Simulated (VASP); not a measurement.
Calculation: PBE GGA with D3 dispersion (Becke-Johnson damping), VASP's PBE PAW potentials (set 64) (plane waves; VASP 6.6.1).

Gaps are without spin-orbit coupling.

| Quantity | Value |
|---|---|
| volume per atom | 24.63 Å³/atom |
| band gap (over mesh and band path) | 0.47 eV |
| smallest direct gap (over mesh and band path) | 0.54 eV |

Task: Which relaxed crystal gives these values?
(A) ZnO, P6_3mc (186)
(B) KF, Fm-3m (225)
(C) AlN, P6_3mc (186)
(D) Se, P3_121 (152)

Result: D, Se, P3_121 (152)
